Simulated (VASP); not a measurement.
Computed with vdW-DF-cx, VASP's PBE PAW potentials (set 64) (plane waves; VASP 6.6.1).

Input for VASP

File POSCAR:
```
PbF2
1
    0.0000000000     2.9420447209     2.9420447209
    2.9420447209     0.0000000000     2.9420447209
    2.9420447209     2.9420447209     0.0000000000
Pb F
1 2
Direct
  1.0000000000   1.0000000000   0.0000000000
  0.2500000000   0.2500000000   0.2500000000
  0.7500000000   0.7500000000   0.7500000000
```

### KPOINTS
```
kpoints
0
gamma
 6 6 6
0 0 0
```

**INCAR**
```
AGGAC=0.0
ALGO=Normal
EDIFF=1E-6
EDIFFG=-0.02
ENCUT=520
GGA=CX
IBRION=2
ISIF=3
ISMEAR=0
LASPH=T
LCHARG=F
LMAXMIX=4
LREAL=F
LUSE_VDW=T
LWAVE=F
NELM=100
NSW=60
PREC=Accurate
SIGMA=0.05
SYSTEM=PbF2
```

POTCAR, in this order: Pb_d F (PBE.64 set). Program: vasp_std.

### Question
What will the output report for the number of irreducible k-points (NKPTS), largest plane-wave count, number of space-group operations, FFT grid (NGX, NGY, NGZ)?

### Answer

```
Quantity                                      Result
--------------------------------------  ------------
number of irreducible k-points (NKPTS)            16
largest plane-wave count                        1384
number of space-group operations                  48
FFT grid (NGX, NGY, NGZ)                32 × 32 × 32
```

The compound is PbF2 in the fluorite structure, the β form. This run relaxes it. Symmetry was kept, so distortions that lower it aren't found.
